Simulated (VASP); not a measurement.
All values below come from PBEsol GGA, VASP's PBE PAW potentials (set 64) (plane waves; VASP).

Input for VASP

KPOINTS:
```
k-points along high-symmetry lines
10
Line-mode
Reciprocal
  0.000000   0.000000   0.000000 ! GAMMA
  0.000000   0.500000   0.000000 ! X

  0.000000   0.500000   0.000000 ! X
  0.500000   0.500000   0.000000 ! M

  0.500000   0.500000   0.000000 ! M
  0.000000   0.000000   0.000000 ! GAMMA

  0.000000   0.000000   0.000000 ! GAMMA
  0.000000   0.000000   0.500000 ! Z

  0.000000   0.000000   0.500000 ! Z
  0.000000   0.500000   0.500000 ! R

  0.000000   0.500000   0.500000 ! R
  0.500000   0.500000   0.500000 ! A

  0.500000   0.500000   0.500000 ! A
  0.000000   0.000000   0.500000 ! Z

  0.000000   0.500000   0.000000 ! X
  0.000000   0.500000   0.500000 ! R

  0.500000   0.500000   0.000000 ! M
  0.500000   0.500000   0.500000 ! A
```

POSCAR:
```
SnO2
4.7701780
  0.9999999671   0.0000000000   0.0000000000
  0.0000000000   0.9999999671   0.0000000000
  0.0000000000   0.0000000000   0.6749843208
Sn O
2 4
Cartesian
  0.0000000000   0.0000000000   0.0000000000
  0.4999999835   0.4999999835   0.3374921604
  0.3063833443   0.3063833443   0.0000000000
  0.8063833278   0.1936166392   0.3374921604
  0.1936166392   0.8063833278   0.3374921604
  0.6936166228   0.6936166228   0.0000000000
```

### INCAR
```
! general
SYSTEM  = SnO2
PREC    = Accurate
ENCUT   = 520
LREAL   = F
LASPH   = T
ICHARG  = 11

! electronic loop
EDIFF   = 1E-7
NELM    = 100
ALGO    = Normal
LMAXMIX = 4

! smearing
ISMEAR  = 0
SIGMA   = 0.05

! functional
GGA     = PS

! output
LWAVE   = F
LCHARG  = F
LORBIT  = 11
```

POTCAR, in this order: Sn_d O (PBE.64 set). Program: vasp_std. Read from the step before: CHGCAR.

The resulting files:

### OSZICAR
```
       N       E                     dE             d eps       ncg     rms          rms(c)
DAV:   1     0.635993469496E+03    0.63599E+03   -0.26316E+04  6090   0.264E+03
DAV:   2     0.589356527082E+02   -0.57706E+03   -0.55861E+03  6094   0.703E+02
DAV:   3    -0.345482538931E+02   -0.93484E+02   -0.91844E+02  6532   0.223E+02
DAV:   4    -0.391333652742E+02   -0.45851E+01   -0.45650E+01  6571   0.551E+01
DAV:   5    -0.392774642054E+02   -0.14410E+00   -0.14405E+00  7578   0.968E+00
DAV:   6    -0.392822617410E+02   -0.47975E-02   -0.47973E-02  7455   0.147E+00
DAV:   7    -0.392824366619E+02   -0.17492E-03   -0.17492E-03  8030   0.237E-01
DAV:   8    -0.392824379159E+02   -0.12541E-05   -0.12545E-05  7461   0.233E-02
DAV:   9    -0.392824379395E+02   -0.23560E-07   -0.23548E-07  5644   0.331E-03
   1 F= -.39282438E+02 E0= -.39282438E+02  d E =-.150755E-19
```

OUTCAR:
```
 val. band max:        5.7434298076   @ k =   0.0000   0.0000   0.0000

 cond. band min:       6.6195987613   @ k =   0.0000   0.0000   0.0000



 k-point     1 :       0.0000    0.0000    0.0000
  band No.  band energies     occupation
      1     -15.2532      2.00000
      2     -14.5078      2.00000
      3     -14.2728      2.00000
      4     -14.2479      2.00000
      5     -14.2479      2.00000
      6     -14.1814      2.00000
      7     -14.1331      2.00000
      8     -14.0506      2.00000
      9     -14.0099      2.00000
     10     -14.0099      2.00000
     11     -13.0384      2.00000
     12     -11.2156      2.00000
     13     -11.2156      2.00000
     14      -9.4941      2.00000
     15      -2.4025      2.00000
     16       1.6943      2.00000
     17       1.6943      2.00000
     18       1.7807      2.00000
     19       2.6649      2.00000
     20       3.7029      2.00000
     21       3.7758      2.00000
     22       4.4671      2.00000
     23       4.4671      2.00000
     24       4.9705      2.00000
     25       4.9705      2.00000
     26       5.7434      2.00000
     27       6.6196      0.00000
     28      11.5416      0.00000
     29      11.7484      0.00000
     30      11.7484      0.00000
     31      15.8680      0.00000

 k-point     2 :       0.0000    0.0556    0.0000
  band No.  band energies     occupation
      1     -15.2486      2.00000
      2     -14.5126      2.00000
      3     -14.2727      2.00000
      4     -14.2477      2.00000
      5     -14.2476      2.00000
      6     -14.1860      2.00000
      7     -14.1324      2.00000
      8     -14.0511      2.00000
      9     -14.0101      2.00000
     10     -14.0101      2.00000
     11     -13.0289      2.00000
     12     -11.2370      2.00000
     13     -11.1973      2.00000
     14      -9.4999      2.00000
     15      -2.3823      2.00000
     16       1.6306      2.00000
     17       1.7092      2.00000
     18       1.7925      2.00000
...
```

The density is held fixed in this step, so its total energy and stress have no physical meaning. Unless said otherwise, spin-orbit coupling is left out, though it shifts the bands of the heavy elements here.

The compound is SnO2 in the rutile structure. It was relaxed first.
